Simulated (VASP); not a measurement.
**MgC2: single point with PBE**

MgC2:

```
Mg C
1.0
     4.30518    0.00000    0.00000
     0.00000    4.30518    0.00000
     0.00000    0.00000    4.30518
Mg C
2 4
Direct
  0.00000 0.00000 0.00000
  0.50000 0.50000 0.50000
  0.25000 0.25000 0.25000
  0.75000 0.75000 0.25000
  0.75000 0.25000 0.75000
  0.25000 0.75000 0.75000
```

The cell was built by a generator and needn't be a form met in nature.

The cell isn't the ideal one: random cell by space group and Wyckoff sites (Pn-3m, No. 224).

| Property | Result |
| --- | --- |
| Program | VASP 6.6.1 |
| Task | single point |
| Functional | PBE |
| Potentials or basis | VASP PAW PBE potentials, release 64 (Mg, C) |
| Cutoff | 520 eV |
| k mesh | 4 × 4 × 4 |
| Occupations | gaussian, width 0.1 eV |
| Spin | no spin polarisation |

```
Pressure               : 34.2 GPa
Band gap on the k mesh : none (metal or under the smearing width)
```

Levels at points of the mesh, in eV from the Fermi level:
```
           k point  band 7  band 8  band 9  band 10  band 11  band 12  band 13  band 14
(0.00, 0.00, 0.00)   -2.52   -0.28   -0.28    -0.28     1.00     1.00     1.00     2.16
(0.50, 0.00, 0.00)   -1.12   -1.12   -0.58    -0.58    -0.18    -0.18     0.98     0.98
(0.50, 0.50, 0.00)   -1.52   -1.52   -0.57    -0.57    -0.25    -0.25     1.39     1.39
(0.50, 0.50, 0.50)   -3.38   -3.38    0.77     0.77     0.77     1.86     1.86     2.25
```

Wall time 12 s on 1 thread of Intel(R) Xeon(R) Platinum 8259CL CPU @ 2.50GHz (Skylake/Cascade Lake), on a shared host, peak memory 0.17 GiB.

Caveat: the k mesh is coarse (spacing up to 0.36 Å⁻¹), so the values aren't converged; a pressure of tens of GPa on the cell as given is suspect, and the run, the potentials or the cell itself is likely at fault.
